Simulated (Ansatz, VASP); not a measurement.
# Si6B2O15 (boron-doped silica glass): VASP beside Ansatz

Aim: how closely do two programs agree when they are given the same cell, functional and k mesh? The structure shown is the start of the Ansatz relaxation below; VASP solves that cell, so the two are compared at the walk's first step.

Method: plane waves, with VASP 6.6.1 beside it; single point at PBE, in Ansatz 0.2.0.

## Step 1: Set-up

The cell holds 46 atoms: 12 Si, 4 B and 30 O. Cell: a = 8.776 Å, b = 8.776 Å, c = 8.776 Å, α = 90.0°, β = 90.0°, γ = 90.0°. As first built, before any earlier steps moved the atoms (in the runner's words): kind boron-doped silica glass; units_of_the_quenched_model {'SiO2': 12, 'B2O3': 2}; melt_K 2600; rate_K_ps 20; atoms 46.

## Step 2: Ansatz: relaxation, PBE

Ansatz runs on its PAW soft_1 files.

The two programs are compared at the cell with which this relaxation starts, whose forces are those of its first step.

input.yaml reads:

```yaml
crystal:
  lattice:
    - [8.7764, 0.0, 0.0]
    - [0.0, 8.7764, 0.0]
    - [0.0, 0.0, 8.7764]
  atoms:
    - { symbol: Si, position: [0.584637, 0.383128, 0.37561] }
    - { symbol: Si, position: [0.078766, 0.181314, 0.667664] }
    - { symbol: Si, position: [0.481235, 0.634994, 0.131325] }
    - { symbol: Si, position: [0.342579, 0.853639, 0.383889] }
    - { symbol: Si, position: [0.9433, 0.907166, 0.146426] }
    - { symbol: Si, position: [0.987329, 0.459062, 0.88032] }
    - { symbol: Si, position: [0.201156, 0.987588, 0.924809] }
    - { symbol: Si, position: [0.408104, 0.191169, 0.774156] }
    - { symbol: Si, position: [0.60718, 0.92271, 0.61872] }
    - { symbol: Si, position: [0.835669, 0.127483, 0.406731] }
    - { symbol: Si, position: [0.746308, 0.728808, 0.895266] }
    - { symbol: Si, position: [0.292149, 0.643987, 0.864643] }
    - { symbol: B, position: [0.083352, 0.673978, 0.331182] }
    - { symbol: B, position: [0.108979, 0.392922, 0.191653] }
    - { symbol: B, position: [0.504627, 0.475495, 0.687343] }
    - { symbol: B, position: [0.308777, 0.185534, 0.318434] }
    - { symbol: O, position: [0.867086, 0.043794, 0.244125] }
    - { symbol: O, position: [0.991251, 0.316013, 0.761979] }
    - { symbol: O, position: [0.262493, 0.224548, 0.657324] }
    - { symbol: O, position: [0.695027, 0.806958, 0.734702] }
    - { symbol: O, position: [0.5057, 0.347327, 0.781872] }
    - { symbol: O, position: [0.851321, 0.844377, 0.997461] }
    - { symbol: O, position: [0.444578, 0.260274, 0.355928] }
    - { symbol: O, position: [0.744291, 0.287291, 0.376196] }
    - { symbol: O, position: [0.561618, 0.510105, 0.241756] }
    - { symbol: O, position: [0.087057, 0.03299, 0.782542] }
    - { symbol: O, position: [0.4145, 0.777462, 0.229531] }
    - { symbol: O, position: [0.727144, 0.014227, 0.508661] }
    - { symbol: O, position: [0.125282, 0.573946, 0.827679] }
    - { symbol: O, position: [0.990875, 0.153622, 0.507514] }
    - { symbol: O, position: [0.97179, 0.762723, 0.261077] }
    - { symbol: O, position: [0.322808, 0.128951, 0.927604] }
    - { symbol: O, position: [0.284701, 0.827662, 0.883784] }
    - { symbol: O, position: [0.338304, 0.568781, 0.030843] }
    - { symbol: O, position: [0.834706, 0.565186, 0.875726] }
    - { symbol: O, position: [0.476173, 0.846076, 0.511739] }
    - { symbol: O, position: [0.033619, 0.396643, 0.051387] }
    - { symbol: O, position: [0.565701, 0.464949, 0.54206] }
    - { symbol: O, position: [0.100696, 0.522503, 0.285484] }
    - { symbol: O, position: [0.192771, 0.74805, 0.419316] }
    - { symbol: O, position: [0.515659, 0.05415, 0.714387] }
    - { symbol: O, position: [0.415626, 0.596599, 0.736189] }
    - { symbol: O, position: [0.195215, 0.268864, 0.242952] }
    - { symbol: O, position: [0.29539, 0.03163, 0.355655] }
    - { symbol: O, position: [0.597814, 0.696013, 0.001552] }
    - { symbol: O, position: [0.108094, 0.961265, 0.080754] }
  symmetry: { detect: false }
kpoints:
  mp_grid: { grid: [2, 2, 2] }
scf:
  occupations: { method: fermi_dirac, width: 0.05 }
hamiltonian:
  xc: pbe
  pseudopotentials: { kind: paw, azcp: { folder: soft_1 } }
output:
  forces: true
  stress: true
relax:
  f_tol: 0.04
  max_steps: 100
  escape_saddle: false
  cell: { stress_tol: 0.4, fix: [] }
```

Run with:

```
> ansatz run input.yaml --threads 6 --pin off --max-ram 15360MiB --backend cpu --events-out ev --progress --plain --runs-dir out
```

Numbers of over 12 decimals in the logs are rounded to 6 here.

Log:

```text
Engine: ansatz 0.2.0, x86_64-unknown-linux-gnu
Pseudopotentials: kind: paw
Pseudopotential: Si, paw, valence charge 4, recommended cutoff 420 eV (normal), soft_1/Si.paw.azcp
Pseudopotential: B, paw, valence charge 3, recommended cutoff 420 eV (normal), soft_1/B.paw.azcp
Pseudopotential: O, paw, valence charge 6, recommended cutoff 420 eV (normal), soft_1/O.paw.azcp
Functional definition: PBE
  parameter kappa = 0.804
  parameter beta = 0.066725
  exchange = pbe_x(kappa = kappa, mu = beta*pi^2/3)
  correlation = pbe_c(beta = beta)
Crystal: 46 atoms, lattice volume = 676.004 Å³
Basis set: ecut = 420 eV, 13205 PW (Γ), exchange–correlation on 120×120×120 points (8 copies of the dense FFT grid, shifted against one another)
Bands: 166, of which v1, the nominal top of the filled ones, is band 120 counted from 1 (119 counted from 0)
Symmetry: 1 space group operations
k-points: 8
Non-local potential: Si, projectors of the file, l = 0: 2, l = 1: 2, l = 2: 1
Non-local potential: B, projectors of the file, l = 0: 2, l = 1: 2, l = 2: 1
Non-local potential: O, projectors of the file, l = 0: 2, l = 1: 2, l = 2: 1
PAW form: soft (Blöchl's): semilocal exchange-correlation on the pseudo side does not see the compensation charge
PAW one-centre angular grid: Si, 110 points (default); XC on 64 Gauss nodes
PAW one-centre angular grid: B, 110 points (default); XC on 64 Gauss nodes
PAW one-centre angular grid: O, 110 points (default); XC on 64 Gauss nodes
Initial density: superposition of atomic densities (chi_scale 0.1, normalization cell, long waves kept (reshape's long-wave potential 0.07 eV rms))
Initial wavefunctions: pseudopotential atomic-orbital guess
Functional: x = pbe(κ = 0.804, μ = 0.219515), c = pbe(β = 0.066725)
SCF iter   1: F=—  HF=-25347.280854 eV  |F-HF|=—  |Δ(HF+E_count)|=         —  Δρ=1.19e-1  dr2=8.80e1  ethr=3.10e-3  ⟨swp⟩=6.0  Hψ=5928  notcnv=0  defer=164
preconditioner: auto → Resta (q_TF=auto, 2.296 Å⁻¹)  ε∞=2.6  [insulator: Δε(μ)=6.394 eV  Ē_g=17.564 eV  σ=0.050 eV  W_gap=1.00  n_scr=146 (ndim 8)  ℏωp=22.1 eV  f_vac=0.156  D(μ)=0.00/eV (n_scr^D=0)  ε∞_Penn≈2.6]
SCF iter   2: F=—  HF=-25323.229902 eV  |F-HF|=—  |Δ(HF+E_count)|=    2.41e1  Δρ=4.11e-2  dr2=5.03e0  ethr=3.10e-3  ⟨swp⟩=3.2  Hψ=3240  notcnv=0  defer=319
SCF iter   3: F=—  HF=-25322.674262 eV  |F-HF|=—  |Δ(HF+E_count)|=   5.56e-1  Δρ=1.96e-2  dr2=1.61e0  ethr=2.10e-3  ⟨swp⟩=2.4  Hψ=1061  notcnv=0  defer=319
SCF iter   4: F=—  HF=-25322.665373 eV  |F-HF|=—  |Δ(HF+E_count)|=   8.89e-3  Δρ=3.36e-3  dr2=6.15e-2  ethr=6.69e-4  ⟨swp⟩=3.0  Hψ=1683  notcnv=0  defer=319
SCF iter   5: F=—  HF=-25322.667759 eV  |F-HF|=—  |Δ(HF+E_count)|=   2.39e-3  Δρ=1.40e-3  dr2=1.18e-2  ethr=2.56e-5  ⟨swp⟩=2.4  Hψ=2452  notcnv=0  defer=324
SCF iter   6: F=—  HF=-25322.671872 eV  |F-HF|=—  |Δ(HF+E_count)|=   4.11e-3  Δρ=3.95e-4  dr2=1.62e-3  ethr=4.90e-6  ⟨swp⟩=2.0  Hψ=1908  notcnv=0  defer=324
SCF iter   7: F=—  HF=-25322.672551 eV  |F-HF|=—  |Δ(HF+E_count)|=   6.79e-4  Δρ=1.80e-4  dr2=2.36e-4  ethr=6.73e-7  ⟨swp⟩=2.0  Hψ=1739  notcnv=0  defer=324
SCF iter   8: F=—  HF=-25322.672523 eV  |F-HF|=—  |Δ(HF+E_count)|=   2.84e-5  Δρ=9.70e-5  dr2=5.44e-5  ethr=9.83e-8  ⟨swp⟩=2.0  Hψ=1926  notcnv=0  defer=324
SCF iter   9: F=—  HF=-25322.672099 eV  |F-HF|=—  |Δ(HF+E_count)|=   4.24e-4  Δρ=2.10e-5  dr2=2.95e-6  ethr=2.27e-8  ⟨swp⟩=2.0  Hψ=1969  notcnv=0  defer=324
SCF iter  10: F=—  HF=-25322.672097 eV  |F-HF|=—  |Δ(HF+E_count)|=   1.56e-6  Δρ=1.06e-5  dr2=6.51e-7  ethr=1.23e-9  ⟨swp⟩=2.0  Hψ=1931  notcnv=0  defer=324
SCF iter  11: F=—  HF=-25322.672097 eV  |F-HF|=—  |Δ(HF+E_count)|=   2.42e-7  Δρ=4.45e-6  dr2=1.11e-7  ethr=2.71e-10  ⟨swp⟩=2.0  Hψ=1937  notcnv=0  defer=324
SCF iter  12: F=-25322.672097 eV  HF=-25322.672097 eV  |F-HF|=2.63e-9  |Δ(HF+E_count)|=   2.09e-8  Δρ=1.25e-6  dr2=1.05e-8  ethr=4.17e-11  ⟨swp⟩=4.0  Hψ=4000  notcnv=0
SCF 1 converged in 12 iterations: F = -25322.672097 eV  dr2 = 1.05e-8
  greatest PAW one-centre occupation: 0.863 electrons in one spin orbital (limit 2), on the O atom at site 33 (counted from 0), in its partial waves of l = 0
relax step   1: F+E_penalty+E_count = -25322.67209698 eV  Δ(F+E_penalty+E_count) = +0.000e0 eV  max|allowed force component| = 1.951e0 eV/Å  Δτ_max = 0.0000 Å  P = -3.383 GPa  Ω = 676.004 Å³  (12 SCF iters, dr2 threshold 1.00e-7 eV, accepted)
Crystal: 46 atoms, lattice volume = 678.310 Å³
Basis set: ecut = 420 eV, 13259 PW (Γ), exchange–correlation on 120×120×120 points (8 copies of the dense FFT grid, shifted against one another)
Initial density: handed on by an earlier stage of this run
Initial wavefunctions: those handed on with the density
iter 1 solved again at ethr=2.45e-4 eV; its pass at ethr=3.10e-3 eV (dr2=5.87e-1 eV) is discarded
SCF iter   1: F=—  HF=-25323.848137 eV  |F-HF|=—  |Δ(HF+E_count)|=         —  Δρ=1.23e-2  dr2=5.95e-1  ethr=2.45e-4  ⟨swp⟩=4.9  Hψ=7467  notcnv=0
[...]
SCF iter   4: F=-25324.997440 eV  HF=-25324.997440 eV  |F-HF|=2.84e-10  |Δ(HF+E_count)|=   1.73e-6  Δρ=9.18e-7  dr2=2.51e-9  ethr=1.23e-11  ⟨swp⟩=5.0  Hψ=4880  notcnv=0
SCF 12 converged in 4 iterations: F = -25324.997440 eV  dr2 = 2.51e-9
[...]
SCF converged after 4 iterations
Free energy (F): -25324.997440 eV
Harris-Foulkes:  -25324.997440 eV  (|F-HF|=2.84e-10)
Internal energy: -25324.997440 eV  (E = F + TS)
E sigma→0 (E₀):  -25324.997440 eV
Fermi energy:    3.413536 eV
--- Per-component energies (eV) ---
  E_band       = -1535.493145
  E_kinetic    = 5867.123500
  E_local      = -19561.469625  (includes V_loc(G=0)·N_el)
  E_nonlocal   = 1866.856476
  E_hartree    = 7570.113418
  E_xc         = -2961.966076
  E_vxc        = -3475.378949  (∫ρ·V_xc dr)
  E_paw        = -11367.173551  (= ΣΔE_a)
  E_vpaw       = -1372.877489  (= ΣTr[D̂ρ^β])
  E_aug_tail   = 0.024825  (compensation charges beyond the density's cutoff)
  E_ewald      = -6738.506406
  E_smearing   = -0.000000  (= −TS)
  E_closure    = -0.000000  (closes the sum)
  Σ components = -25324.997440   (vs F -25324.997440, Δ=0.00e0)
--- Forces (eV/Å), atoms counted from 1 ---
  atom   1  Si     0.00048470     0.00042488     0.00139084
  atom   2  Si     0.00629201     0.00053690    -0.00468044
  atom   3  Si    -0.00822408    -0.00650549    -0.01555691
  atom   4  Si     0.00133677    -0.00089356    -0.00252200
  atom   5  Si    -0.00002304    -0.00222815    -0.00750870
  atom   6  Si     0.00719302     0.00035469    -0.00084969
  atom   7  Si    -0.00071420    -0.00076276     0.01130022
  atom   8  Si    -0.00246390     0.00435726     0.00227902
  atom   9  Si     0.00021452     0.00214065    -0.01177838
  atom  10  Si     0.00554968     0.00150151    -0.00072281
  atom  11  Si     0.00335668    -0.00599551     0.00630101
  atom  12  Si    -0.00870183    -0.00579585     0.01265482
  atom  13  B      0.00943091     0.00341017     0.00528252
  atom  14  B     -0.00175226     0.00443209    -0.00040118
  atom  15  B     -0.01297186    -0.01797996    -0.00341485
  atom  16  B     -0.01376625    -0.00413916    -0.00272849
  atom  17  O     -0.00232145     0.00133182     0.00314639
  atom  18  O      0.00071576    -0.00015763     0.00131068
  atom  19  O     -0.00167061     0.00024704    -0.00615550
  atom  20  O     -0.00050114    -0.00340716     0.00369740
  atom  21  O      0.00736094     0.01355335     0.00183677
  atom  22  O      0.00017355     0.00211225     0.00353559
  atom  23  O      0.00233347     0.00019719    -0.00403080
  atom  24  O      0.00013700    -0.00009141    -0.00114619
[...]
atom  39  O      0.00228072     0.00586022    -0.00147730
  atom  40  O     -0.00105710    -0.00414331     0.00058618
  atom  41  O     -0.00002925    -0.00039056     0.00044401
  atom  42  O      0.00108724     0.00097014     0.01129715
  atom  43  O      0.00385194    -0.00035129     0.00103324
  atom  44  O      0.00263537    -0.00051496     0.00030692
  atom  45  O      0.00114394     0.00212535    -0.00158090
  atom  46  O      0.00040629     0.00193576     0.00293374
  max |Σ_I F_I| component: 2.84e-5 eV/Å
--- Stress (GPa, compression-positive) ---
        0.037896       0.024541       0.001227
        0.024538       0.014007       0.008712
        0.001233       0.008718      -0.023298
  P = ⅓ Tr σ = 0.0095 GPa (0.095 kbar)
--- Relaxed structure (10 steps of the walk, 10 accepted, 2 SCFs on fresh bases) ---
  F+E_penalty+E_count = -25324.99744049 eV   max|allowed force component| = 1.798e-2 eV/Å   (the final SCF, on the basis selected at the relaxed cell)
  cell:  # Å, volume = 687.6810 Å³
    - [9.116947, 0.410895, -0.178553]
    - [0.410895, 8.886341, 0.093074]
    - [-0.178553, 0.093074, 8.510557]
  atoms:
    - { symbol: Si, position: [0.555049, 0.362695, 0.379550] }
    - { symbol: Si, position: [0.049639, 0.194165, 0.680410] }
    - { symbol: Si, position: [0.506366, 0.641799, 0.134505] }
    - { symbol: Si, position: [0.374485, 0.863854, 0.361336] }
    - { symbol: Si, position: [0.957473, 0.896475, 0.159700] }
    - { symbol: Si, position: [1.013816, 0.484739, 0.884161] }
    - { symbol: Si, position: [0.178853, 0.974526, 0.911262] }
    - { symbol: Si, position: [0.365324, 0.178227, 0.764741] }
    - { symbol: Si, position: [0.601430, 0.936441, 0.622563] }
    - { symbol: Si, position: [0.818349, 0.117608, 0.417426] }
    - { symbol: Si, position: [0.756686, 0.739167, 0.915534] }
    - { symbol: Si, position: [0.301371, 0.640922, 0.853430] }
    - { symbol: B, position: [0.139898, 0.672309, 0.319603] }
    - { symbol: B, position: [0.129877, 0.412166, 0.204499] }
    - { symbol: B, position: [0.464378, 0.446886, 0.692226] }
    - { symbol: B, position: [0.301900, 0.187214, 0.301321] }
    - { symbol: O, position: [0.885265, 0.029358, 0.267058] }
    - { symbol: O, position: [0.985060, 0.335598, 0.783880] }
    - { symbol: O, position: [0.222910, 0.209373, 0.638658] }
    - { symbol: O, position: [0.675463, 0.826208, 0.762771] }
    - { symbol: O, position: [0.426730, 0.340630, 0.801854] }
    - { symbol: O, position: [0.837219, 0.859694, 1.022959] }
    - { symbol: O, position: [0.426410, 0.258104, 0.329228] }
    - { symbol: O, position: [0.711616, 0.264947, 0.355270] }
    - { symbol: O, position: [0.551231, 0.515320, 0.271341] }
    - { symbol: O, position: [0.046479, 0.038336, 0.785485] }
    - { symbol: O, position: [0.461971, 0.807838, 0.206014] }
    - { symbol: O, position: [0.730963, 0.00299148, 0.522944] }
    - { symbol: O, position: [0.154584, 0.557779, 0.812907] }
    - { symbol: O, position: [0.952581, 0.181579, 0.520019] }
    - { symbol: O, position: [1.006981, 0.741738, 0.263299] }
    - { symbol: O, position: [0.301559, 0.100191, 0.922211] }
    - { symbol: O, position: [0.264005, 0.822920, 0.842611] }
    - { symbol: O, position: [0.363991, 0.591753, 0.031564] }
    - { symbol: O, position: [0.871527, 0.605530, 0.854058] }
    - { symbol: O, position: [0.493571, 0.847030, 0.509044] }
    - { symbol: O, position: [0.043110, 0.450658, 0.071593] }
    - { symbol: O, position: [0.541350, 0.406803, 0.563148] }
    - { symbol: O, position: [0.167769, 0.517316, 0.312457] }
    - { symbol: O, position: [0.245575, 0.751740, 0.390734] }
    - { symbol: O, position: [0.500957, 0.074783, 0.696828] }
    - { symbol: O, position: [0.422639, 0.595414, 0.721081] }
    - { symbol: O, position: [0.176379, 0.262339, 0.232708] }
    - { symbol: O, position: [0.301000, 0.035638, 0.333979] }
    - { symbol: O, position: [0.640937, 0.656699, 0.019538] }
    - { symbol: O, position: [0.106712, 0.944455, 0.078439] }
```

The column dr2 measures how far the density is from self-consistency, as an energy; F and HF (Harris–Foulkes) agree once it is small.

(Part 1 of 2 ends here.)

[Lines on the potential files, build, host, timing and source positions are cut from VASP's logs without a mark.]

[Logs are printed without paths, hosts, clocks, repeated set-up lines and the standing remarks that a program may print on its own settings, such as how far it seeks lower states.]

[Hosts, paths, dates, database ids (printed as entryN), source tags and the programs' standing remarks are cut or masked in the printed files.]
